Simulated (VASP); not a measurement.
Here is the system:

```cif
data_Al4
_chemical_formula_sum 'Al4'
_space_group_name_H-M_alt 'Fm-3m'
_space_group_IT_number 225
_space_group_name_Hall '-F 4 2 3'
_cell_length_a 4.00765
_cell_length_b 4.00765
_cell_length_c 4.00765
_cell_angle_alpha 90.000
_cell_angle_beta 90.000
_cell_angle_gamma 90.000
loop_
_atom_site_label
_atom_site_type_symbol
_atom_site_symmetry_multiplicity
_atom_site_Wyckoff_symbol
_atom_site_fract_x
_atom_site_fract_y
_atom_site_fract_z
_atom_site_occupancy
Al1 Al 4 a 0.00000 0.00000 0.00000 1
```
(The calculation used a cell of 1 atom; values per cell refer to that cell.)

All values below come from PBE GGA with D3 dispersion (zero damping), VASP's PBE PAW potentials (set 64) (plane waves; VASP). Settings: 520 eV cut-off, 16×16×16 Γ-centred mesh, first-order Methfessel-Paxton smearing of 0.10 eV, potentials Al.

**Question.** Give the energy at these volumes per atom, relative to the lowest: 15.08, 15.56, 16.04, 16.52, 17.00 Å³.

**Answer.** 18.9, 4.9, 0.0, 2.9, 12.3 meV/atom. A third-order Birch-Murnaghan fit gives B0 = 84.4 GPa and B0′ = 4.4.

Measured: bulk modulus 80.8 GPa at 0 K (computed value off by +4.4 %), as given by H. Levämäki et al., Physical Review B (2014), arXiv:1402.3671 [corrected for temperature and zero-point phonon effects]; a 4.018 Å at 0 K (computed value off by -0.2 %), as given by Daniel Mejia-Rodriguez et al., Physical Review B (2018), arXiv:1807.09216 [static lattice: zero-point anharmonic expansion removed].

The compound is Al in the fcc structure. It was relaxed first.
